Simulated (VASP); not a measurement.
The system is GaSb.

```xyz
2
Lattice="0.0000 3.0686 3.0686 3.0686 0.0000 3.0686 3.0686 3.0686 0.0000" Properties=species:S:1:pos:R:3 pbc="T T T"
Ga    0.0000    0.0000    0.0000
Sb    4.6029    4.6029    4.6029
```

The cell is a database's computed one.

```yaml
Program: VASP 6.6.1
Task: relaxation of cell and atoms
Functional: PBE
Potentials_or_basis: VASP PAW PBE potentials, release 64 (Ga_d, Sb)
Cutoff: 600 eV
k_mesh: 9 × 9 × 9
Occupations: gaussian, width 0.02 eV
Spin: no spin polarisation
```

At the start: pressure 1.9 GPa; volume 28.89 Å³/atom.

**Question.** How do energy, volume and symmetry change on relaxing?

**Answer.** Over 3 steps the energy falls by 6.5 meV/atom and the volume is 30.03 Å³/atom (+3.9 %); space group F-43m (No. 216, to 0.05 Å).

The path:
```tsv
step	energy change (eV)	largest force (eV/Å)	pressure (GPa)	volume (Å³)
1	0.0000	0.0000	1.88	57.79
2	-0.0121	0.0000	-0.45	60.67
3	-0.0129	0.0000	0.00	60.06
```

Final structure:
```cif
data_structure
_symmetry_space_group_name_H-M 'P 1'
_symmetry_Int_Tables_number 1
_cell_length_a 4.3958
_cell_length_b 4.3958
_cell_length_c 4.3958
_cell_angle_alpha 60.000
_cell_angle_beta 60.000
_cell_angle_gamma 60.000
_cell_volume 60.06
loop_
_atom_site_label
_atom_site_type_symbol
_atom_site_fract_x
_atom_site_fract_y
_atom_site_fract_z
_atom_site_occupancy
Ga1 Ga 0.00000 0.00000 0.00000 1
Sb1 Sb 0.75000 0.75000 0.75000 1
```
